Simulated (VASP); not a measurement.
Here is the system:

```
Ni
1.0
    0.00000     1.76000     1.76000
    1.76000     0.00000     1.76000
    1.76000     1.76000     0.00000
Ni
1
Direct
  0.00000   0.00000   0.00000
```
Starting moments (μB, in the order of the record's atoms Ni): 0.8.

Computed with PBE GGA, VASP's PBE PAW potentials (set 64) (plane waves; VASP 6.6.1). Run with PREC = Normal, 400 eV cut-off, 16×16×16 Γ-centred mesh, first-order Methfessel-Paxton smearing of 0.10 eV, potentials Ni.

**Question.** Predict the cell moment, energy per atom (σ→0), pressure, band gap (on the k-mesh) with the smallest direct gap where there is one.

**Answer.** 
| Item | Result |
|---|---|
| band gap (on the k-mesh) | none (metal, semimetal or under 0.01 eV) |
| cell moment | 0.59 μB |
| energy per atom (σ→0) | -5.472 eV/atom |
| pressure | -1.26 GPa |

**Question.** Give the moment on each site (PAW-sphere projection).

**Answer.** 
| site | moment (μB) |
|---|---|
| Ni1 | 0.61 |

Total energies compare only between runs with the same potentials, cut-off and functional.

The compound is Ni in the fcc structure. The cell was not relaxed at this level. The run is one of a series of settings (PREC = Normal against the base run), some of them coarse on purpose.
